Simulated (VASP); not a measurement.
Consider the following.

```xyz
3
Lattice="1.9251 -3.3344 0.0000 1.9251 3.3344 0.0000 0.0000 0.0000 4.8954" Properties=species:S:1:pos:R:3 pbc="T T T"
Pt     0.0000     0.0000     0.0000
Se     1.9251     1.1115     1.3027
Se     1.9251    -1.1115     3.5926
```

Method: PBE GGA with D4 dispersion, VASP's PBE PAW potentials (set 64) (plane waves; VASP). Numerical set-up: 520 eV cut-off, 9×9×7 Γ-centred mesh, first-order Methfessel-Paxton smearing of 0.10 eV, potentials Pt Se.

The ions and cell shape at fixed volume are relaxed. Which structure does the run end with?

```xyz
3
Lattice="1.8918 -3.2767 0.0000 1.8918 3.2767 0.0000 0.0000 0.0000 5.0691" Properties=species:S:1:pos:R:3 pbc="T T T"
Pt     3.7836     0.0000     0.0000
Se     1.8918     1.0922     1.2880
Se     1.8918    -1.0922     3.7811
```
Space group P-3m1 (164), at a tolerance of 0.03 Å.

How much energy does the relaxation gain?

The energy (σ→0) changes by -16.3 meV/atom, in 6 ionic steps.

The compound is PtSe2 in the 1T layered structure. This cell is one point of a volume scan, at 1.06 of the reference volume. Symmetry was kept, so distortions that lower it aren't found.
